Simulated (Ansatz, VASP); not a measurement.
# ZnNi3C in two plane-wave programs

One calculation is typed for both programs; each brings its own data sets. How far apart do they land? The cell is taken from a series of runs on this material, whose earlier steps may have relaxed, scaled, displaced or heated it; both programs get it as it stands.

Program: Ansatz 0.2.0. Level of theory: plane waves, with VASP 6.6.1 beside it; relaxation of cell and atoms at PBEsol. Results are calculated unless marked as measured.

### 1. The starting structure

It takes space group Pm-3m (No. 221, cubic). The conventional cell has a = 3.720 Å, b = 3.720 Å, c = 3.720 Å, α = 90.00°, β = 90.00°, γ = 90.00°. Zn has 12 Ni at 2.63 Å nearest. Ni has 2 C at 1.86 Å and 4 Zn at 2.63 Å and 8 Ni at 2.63 Å nearest. C has 6 Ni at 1.86 Å nearest. Farther neighbours are not listed.

Structure file:

```
Zn Ni C
1.0
     3.71991    0.00000    0.00000
     0.00000    3.71991    0.00000
     0.00000    0.00000    3.71991
Zn Ni C
1 3 1
Direct
  0.00000 0.00000 0.00000
  0.00000 0.50000 0.50000
  0.50000 0.50000 0.00000
  0.50000 0.00000 0.50000
  0.50000 0.50000 0.50000
```

### 2. VASP: relaxation of cell and atoms, PBEsol

The relaxed volume is the usual yardstick between codes: in a stiff, nearly cubic crystal its relative difference is about their pressure difference at one cell divided by the bulk modulus.

Lines of VASP's logs that name or quote its potential files are left out, and so is its time.

File INCAR:

```
SYSTEM = ZnNi3C
PREC = Accurate
ENCUT = 600
EDIFF = 1E-07
NELM = 120
ISMEAR = 1
SIGMA = 0.2
LREAL = .FALSE.
ALGO = Normal
GGA = PS
NBANDS = 29
LASPH = .TRUE.
LORBIT = 11
LWAVE = .FALSE.
LCHARG = .FALSE.
ISIF = 3
IBRION = 2
NSW = 80
EDIFFG = -0.005
GGA_COMPAT = .FALSE.
NELMIN = 4
KPAR = 2
```

File POSCAR:

```
ZnNi3C
1.0
    3.7199150000      0.0000000000      0.0000000000
    0.0000000000      3.7199150000      0.0000000000
    0.0000000000      0.0000000000      3.7199150000
Zn Ni C
1 3 1
Direct
    0.0000000000      0.0000000000      0.0000000000
    0.0000000000      0.5000000000      0.5000000000
    0.5000000000      0.5000000000      0.0000000000
    0.5000000000      0.0000000000      0.5000000000
    0.5000000000      0.5000000000      0.5000000000
```

File KPOINTS:

```
Automatic mesh
0
Gamma
12 12 12
0 0 0
```

The projector-augmented-wave data sets are Zn, Ni and C (PBE family, release 64).

Command:

```sh
$ mpirun -np 2 vasp_std
```

Numbers of over 12 decimals in the logs are rounded to 6 here.

The log of the run:

```text
[banner, memory and clock lines left out]
running    2 mpi-ranks, on    1 nodes
 distrk:  each k-point on    1 cores,    2 groups
 distr:  one band on    1 cores,    1 groups

 POSCAR found type information on POSCAR ZnNiC
 POSCAR found :  3 types and       5 ions
|                                                                             |
|               ----> ADVICE to this user running VASP <----                  |
|                                                                             |
|     You enforced a specific xc type in the INCAR file but a different       |
|     [... a line on the potential file left out ...]
|     I HOPE YOU KNOW WHAT YOU ARE DOING!                                     |
|                                                                             |

 LDA part: xc-table for (Slater+PW92), standard interpolation
 POSCAR, INCAR and KPOINTS ok, starting setup
 FFT: planning ... GRIDC
 FFT: planning ... GRID_SOFT
 FFT: planning ... GRID
 WAVECAR not read
 entering main loop
       N       E                     dE             d eps       ncg     rms          rms(c)
DAV:   1     0.336960291054E+03    0.33696E+03   -0.24096E+04  4912   0.261E+03
DAV:   2    -0.282653508673E+01   -0.33979E+03   -0.32413E+03  4882   0.446E+02
DAV:   3    -0.352362836555E+02   -0.32410E+02   -0.31185E+02  5396   0.160E+02
DAV:   4    -0.365228293652E+02   -0.12865E+01   -0.12759E+01  5383   0.298E+01
DAV:   5    -0.365553996580E+02   -0.32570E-01   -0.32558E-01  5443   0.444E+00    0.264E+01
DAV:   6    -0.345696917480E+02    0.19857E+01   -0.56948E+01  6323   0.121E+02    0.192E+01
DAV:   7    -0.300373446288E+02    0.45323E+01   -0.19094E+01  5537   0.118E+02    0.754E+00
DAV:   8    -0.301784429137E+02   -0.14110E+00   -0.34677E+00  5571   0.235E+01    0.304E+00
DAV:   9    -0.301211904175E+02    0.57252E-01   -0.17969E-01  5921   0.695E+00    0.820E-01
DAV:  10    -0.301206613701E+02    0.52905E-03   -0.35395E-02  6478   0.185E+00    0.248E-01
DAV:  11    -0.301205597966E+02    0.10157E-03   -0.35925E-03  6464   0.821E-01    0.114E-01
DAV:  12    -0.301204820933E+02    0.77703E-04   -0.36404E-04  6116   0.266E-01    0.515E-02
DAV:  13    -0.301204754131E+02    0.66802E-05   -0.65698E-05  6536   0.659E-02    0.115E-02
DAV:  14    -0.301204746071E+02    0.80603E-06   -0.15208E-05  6209   0.527E-02    0.648E-03
DAV:  15    -0.301204737725E+02    0.83453E-06   -0.17864E-06  5311   0.226E-02    0.280E-03
DAV:  16    -0.301204734584E+02    0.31413E-06   -0.20599E-07  3015   0.834E-03    0.599E-04
DAV:  17    -0.301204735223E+02   -0.63888E-07   -0.34087E-08  2581   0.363E-03
   1 F= -.30120474E+02 E0= -.30117352E+02  d E =-.301205E+02
 curvature:   0.00 expect dE= 0.000E+00 dE for cont linesearch  0.000E+00
 trial: gam= 0.00000 g(F)=  0.000E+00 g(S)=  0.236E-03 ort = 0.000E+00 (trialstep = 0.100E+01)
 search vector abs. value=  0.236E-03
 bond charge predicted
       N       E                     dE             d eps       ncg     rms          rms(c)
DAV:   1    -0.301254740374E+02   -0.50006E-02   -0.56789E-02  4962   0.374E+00    0.589E-01
DAV:   2    -0.301237027466E+02    0.17713E-02   -0.38625E-02  5057   0.341E+00    0.407E-01
DAV:   3    -0.301207007021E+02    0.30020E-02   -0.11131E-02  5165   0.215E+00    0.156E-01
DAV:   4    -0.301205474601E+02    0.15324E-03   -0.65533E-04  5821   0.370E-01    0.634E-02
DAV:   5    -0.301204877893E+02    0.59671E-04   -0.34350E-05  6849   0.933E-02    0.166E-02
DAV:   6    -0.301204832405E+02    0.45488E-05   -0.11647E-05  5309   0.306E-02    0.480E-03
DAV:   7    -0.301204838046E+02   -0.56408E-06   -0.97376E-07  6129   0.146E-02    0.165E-03
DAV:   8    -0.301204839760E+02   -0.17134E-06   -0.17444E-07  3316   0.517E-03    0.829E-04
DAV:   9    -0.301204840256E+02   -0.49641E-07   -0.48889E-08  2506   0.226E-03
   2 F= -.30120484E+02 E0= -.30117354E+02  d E =-.105033E-04
 trial-energy change:   -0.000011  1 .order   -0.000009   -0.000236    0.000219
 step:   0.5252(harm=  0.5188)  dis= 0.00000  next Energy=   -30.120536 (dE=-0.622E-04)
 bond charge predicted
       N       E                     dE             d eps       ncg     rms          rms(c)
DAV:   1    -0.301216599293E+02   -0.11760E-02   -0.12793E-02  4957   0.177E+00    0.280E-01
DAV:   2    -0.301212610831E+02    0.39885E-03   -0.86420E-03  5042   0.162E+00    0.193E-01
DAV:   3    -0.301205864641E+02    0.67462E-03   -0.25103E-03  5176   0.103E+00    0.741E-02
DAV:   4    -0.301205533200E+02    0.33144E-04   -0.15031E-04  5838   0.179E-01    0.300E-02
DAV:   5    -0.301205404347E+02    0.12885E-04   -0.78366E-06  6836   0.447E-02    0.794E-03
DAV:   6    -0.301205393752E+02    0.10595E-05   -0.26490E-06  5317   0.146E-02    0.235E-03
DAV:   7    -0.301205391786E+02    0.19652E-06   -0.22103E-07  4204   0.691E-03    0.769E-04
DAV:   8    -0.301205391072E+02    0.71400E-07   -0.46191E-08  2469   0.273E-03
   3 F= -.30120539E+02 E0= -.30117413E+02  d E =-.655849E-04
 curvature:  -0.26 expect dE=-0.395E-07 dE for cont linesearch -0.395E-07
 trial: gam=-0.02476 g(F)=  0.122E-65 g(S)=  0.152E-06 ort = 0.599E-05 (trialstep = 0.905E+00)
 search vector abs. value=  0.198E-09
 reached required accuracy - stopping structural energy minimisation
```

From OUTCAR (step 2):

```text
ion  position               nearest neighbor table
   1  0.000  0.000  0.000-   2 2.63   3 2.63   4 2.63   2 2.63   4 2.63   2 2.63   3 2.63   2 2.63
                             3 2.63   4 2.63   4 2.63   3 2.63
   2  0.000  0.500  0.500-   5 1.86   5 1.86   4 2.63   1 2.63   1 2.63   3 2.63   1 2.63   4 2.63
                             1 2.63   3 2.63   4 2.63   3 2.63   3 2.63   4 2.63
   3  0.500  0.500  0.000-   5 1.86   5 1.86   4 2.63   1 2.63   2 2.63   4 2.63   2 2.63   1 2.63
                             4 2.63   4 2.63   1 2.63   2 2.63   2 2.63   1 2.63
   4  0.500  0.000  0.500-   5 1.86   5 1.86   3 2.63   1 2.63   1 2.63   3 2.63   2 2.63   3 2.63
                             2 2.63   3 2.63   1 2.63   2 2.63   1 2.63   2 2.63
   5  0.500  0.500  0.500-   2 1.86   3 1.86   4 1.86   3 1.86   4 1.86   2 1.86

  LATTYP: Found a simple cubic cell.
 ALAT       =     3.7199150000

 Subroutine GETGRP returns: Found 48 space group operations
 (whereof 48 operations were pure point group operations)

The static configuration has the point symmetry O_h .

 Found     84 irreducible k-points:

   k-points           NKPTS =     84   k-points in BZ     NKDIM =     84   number of bands    NBANDS=     29

   dimension x,y,z NGX =    30 NGY =   30 NGZ =   30
   dimension x,y,z NGXF=    60 NGYF=   60 NGZF=   60

   ENCUT  =  600.0 eV  44.10 Ry    6.64 a.u.   7.43  7.43  7.43*2*pi/ulx,y,z

   NELECT =      46.0000    total number of electrons

 k-points in reciprocal lattice and weights: Automatic mesh
   0.00000000  0.00000000  0.00000000       0.001
   0.08333333  0.00000000  0.00000000       0.003
   0.16666667  0.00000000  0.00000000       0.003
   0.25000000  0.00000000  0.00000000       0.003
   0.33333333  0.00000000  0.00000000       0.003
   0.41666667  0.00000000  0.00000000       0.003
   0.50000000  0.00000000  0.00000000       0.002
   0.08333333  0.08333333  0.00000000       0.007
   0.16666667  0.08333333  0.00000000       0.014
[...]
0.50000000  0.50000000  0.41666667       0.003
   0.50000000  0.50000000  0.50000000       0.001

 average (electrostatic) potential at core
       1 -31.1905       2 -83.4660       3 -83.4660       4 -83.4660       5 -47.7132

 E-fermi :   7.8491

 k-point     1 :       0.0000    0.0000    0.0000
  band No.  band energies     occupation
    ...
     20       6.5680      2.00000
     21       7.0588      2.00000
     22       7.0588      2.00000
     23       7.0588      2.00000
     24       7.3850      2.00497
     25      10.7332     -0.00000
     26      12.5360      0.00000
     27      12.5360      0.00000
     28      12.5360      0.00000
     29      14.0715      0.00000

 k-point     2 :       0.0833    0.0000    0.0000
  band No.  band energies     occupation
    ...
     20       6.5588      2.00000
     21       7.0588      2.00000
     22       7.1097      2.00000
     23       7.1097      2.00000
     24       7.3593      2.00290
     25      10.7491     -0.00000
     26      12.2499      0.00000
     27      12.5924      0.00000
     28      12.5924      0.00000
     29      14.1006      0.00000

 k-point     3 :       0.1667    0.0000    0.0000
  band No.  band energies     occupation
    ...
     20       6.5333      2.00000
     21       7.0590      2.00000
     22       7.2662      2.00030
     23       7.2662      2.00030
     24       7.2834      2.00047
     25      10.8025     -0.00000
     26      11.8505      0.00000
     27      12.7391      0.00000
     28      12.7391      0.00000
     29      14.1914      0.00000

  Total        0.0022930      0.0022930      0.0022930     -0.0000000     -0.0000000     -0.0000000
  in kB        0.0712715      0.0712715      0.0712715     -0.0000000     -0.0000000     -0.0000000
  external PRESSURE =       0.0712715 kB  Pullay stress =       0.0000000 kB

  energy-cutoff  :      600.00
  volume of cell :       51.55
      direct lattice vectors                 reciprocal lattice vectors
     3.721616348 -0.000000000  0.000000000     0.268700453 -0.000000000 -0.000000000
     0.000000000  3.721616348 -0.000000000     0.000000000  0.268700453  0.000000000
     0.000000000 -0.000000000  3.721616348    -0.000000000  0.000000000  0.268700453

 POSITION                                       TOTAL-FORCE (eV/Angst)
 -----------------------------------------------------------------------------------
      0.00000      0.00000      0.00000        -0.000000     -0.000000      0.000000
      0.00000      1.86081      1.86081         0.000000     -0.000000      0.000000
      1.86081      1.86081      0.00000        -0.000000      0.000000      0.000000
      1.86081     -0.00000      1.86081        -0.000000     -0.000000      0.000000
      1.86081      1.86081      1.86081        -0.000000      0.000000      0.000000
 -----------------------------------------------------------------------------------
    total drift:                                0.000000      0.000000     -0.000000

  FREE ENERGIE OF THE ION-ELECTRON SYSTEM (eV)
  ---------------------------------------------------
  free  energy   TOTEN  =       -30.1205391072 eV

  energy  without entropy=      -30.1111621193  energy(sigma->0) =      -30.11741344

 reached required accuracy - stopping structural energy minimisation

 total charge
# of ion       s       p       d       tot
------------------------------------------
    1        0.558   0.481   9.758  10.796
    2        0.472   0.637   8.473   9.582
    3        0.472   0.637   8.473   9.582
    4        0.472   0.637   8.473   9.582
    5        0.884   1.560   0.000   2.444
--------------------------------------------------
tot          2.858   3.951  35.176  41.986

[... 3 further parts left out ...]
```

CONTCAR:

```
ZnNi3C
   1.00000000000000
     3.7216163477275281   -0.0000000000000000    0.0000000000000000
     0.0000000000000000    3.7216163477275281   -0.0000000000000000
     0.0000000000000000   -0.0000000000000000    3.7216163477275281
  Zn              Ni              C
     1     3     1
Direct
     0.0000000000000000    0.0000000000000000    0.0000000000000000
     0.0000000000000000    0.5000000000000000    0.5000000000000000
     0.5000000000000000    0.5000000000000000    0.0000000000000000
     0.5000000000000000    0.0000000000000000    0.5000000000000000
     0.5000000000000000    0.5000000000000000    0.5000000000000000
```

This run has no spin polarisation, so a moment on Ni, if there is one, isn't seen.

(Part 1 of 2 ends here.)

[Lines on the potential files, build, host, timing and source positions are cut from VASP's logs without a mark.]

[Logs are printed without paths, hosts, clocks, repeated set-up lines and the standing remarks that a program may print on its own settings, such as how far it seeks lower states.]

[Hosts, paths, dates, database ids (printed as entryN), source tags and the programs' standing remarks are cut or masked in the printed files.]
